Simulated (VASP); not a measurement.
Level of theory: LDA (Ceperley-Alder, Perdew-Zunger), VASP's LDA PAW potentials (set 64) (plane waves; VASP).

The input files of a VASP run:

**KPOINTS**
```
Automatic mesh
0
Gamma
10 10 10
0 0 0
```

INCAR:
```
# general
SYSTEM  = Hf2Hg
PREC    = Accurate
ENCUT   = 300
LREAL   = F
LASPH   = T   # aspherical one-centre terms

# electronic loop
EDIFF   = 1E-6
NELM    = 100   # most electronic steps
ALGO    = Normal
LMAXMIX = 6   # l cut-off of mixed one-centre charges

# smearing
ISMEAR  = 0   # Gaussian
SIGMA   = 0.05   # width (eV)

# ions
ISIF    = 2   # forces and stress, cell fixed

# output
LWAVE   = F
LCHARG  = F
```

### POSCAR
```
Hf2Hg
1
   -1.6510540000     1.6510540000     5.7528220000
    1.6510540000    -1.6510540000     5.7528220000
    1.6510540000     1.6510540000    -5.7528220000
Hf Hg
2 1
Direct
  0.6657300000   0.6657300000   0.0000000000
  0.3342700000   0.3342700000   0.0000000000
  0.0000000000   0.0000000000   0.0000000000
```

KPOINTS_OPT:
```
k-points along high-symmetry lines
6
Line-mode
Reciprocal
  0.000000   0.000000   0.000000 ! GAMMA
  0.000000   0.000000   0.500000 ! X

  0.000000   0.000000   0.500000 ! X
  0.250000   0.250000   0.250000 ! P

  0.250000   0.250000   0.250000 ! P
  0.000000   0.500000   0.000000 ! N

  0.000000   0.500000   0.000000 ! N
  0.000000   0.000000   0.000000 ! GAMMA

  0.000000   0.000000   0.000000 ! GAMMA
  0.500000   0.500000  -0.500000 ! M

  0.500000   0.500000  -0.500000 ! M
  0.270592   0.729408  -0.270592 ! S

 -0.270592   0.270592   0.270592 ! S_0
  0.000000   0.000000   0.000000 ! GAMMA

  0.000000   0.000000   0.500000 ! X
 -0.041184   0.041184   0.500000 ! R

  0.500000   0.500000  -0.041184 ! G
  0.500000   0.500000  -0.500000 ! M
```

POTCAR, in this order: Hf_pv Hg (LDA.64 set). Program: vasp_std.

At this cut-off the stress carries a Pulay error, which pulls relaxed volumes low. Unless said otherwise, spin-orbit coupling is left out, though it shifts the bands of the heavy elements here.

Problem. What does the run give for the energy per atom (σ→0), pressure, band gap (over mesh and band path)?

Solution. 
```json
{
 "energy per atom (σ→0)": "-7.654 eV/atom",
 "band gap (over mesh and band path)": "none (metal, semimetal or under 0.01 eV)",
 "pressure": "-3.53 GPa"
}
```

### OSZICAR
```
...
DAV:   7    -0.229692313803E+02    0.25749E+00   -0.10108E+00  4260   0.631E+00    0.530E+00
DAV:   8    -0.229668878077E+02    0.23436E-02   -0.35556E-02  4860   0.128E+00    0.136E+00
DAV:   9    -0.229641350607E+02    0.27527E-02   -0.90721E-03  4332   0.622E-01    0.669E-01
DAV:  10    -0.229640350298E+02    0.10003E-03   -0.11904E-03  4704   0.295E-01    0.215E-01
DAV:  11    -0.229640282221E+02    0.68077E-05   -0.70730E-05  4756   0.734E-02    0.159E-02
DAV:  12    -0.229640277771E+02    0.44499E-06   -0.34619E-06  4400   0.137E-02
   1 F= -.22964028E+02 E0= -.22962306E+02  d E =-.344393E-02
       N       E                     dE             ncg
```

The structure comes from a computed database's Hf2Hg entry; how it stands against other phases isn't given here. The cell was not relaxed at this level.
